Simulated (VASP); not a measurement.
Input:

```xyz
1
Lattice="-1.6002 1.6002 1.6002 1.6002 -1.6002 1.6002 1.6002 1.6002 -1.6002" Properties=species:S:1:pos:R:3 pbc="T T T"
Nb     0.0000     0.0000     0.0000
```

Level of theory: AM05 GGA, VASP's PBE PAW potentials (set 64) (plane waves; VASP). Settings: 520 eV cut-off, 16×16×16 Γ-centred mesh, first-order Methfessel-Paxton smearing of 0.10 eV, potentials Nb_sv.

Q: Give the stress tensor in GPa (positive for a compressed cell).

A: 
```
12.64   0.00   0.00
 0.00  12.64   0.00
 0.00   0.00  12.64
```
The pressure is its mean diagonal, 12.64 GPa.

The compound is Nb in the bcc structure. This cell is one point of a volume scan, at 0.94 of the reference volume.
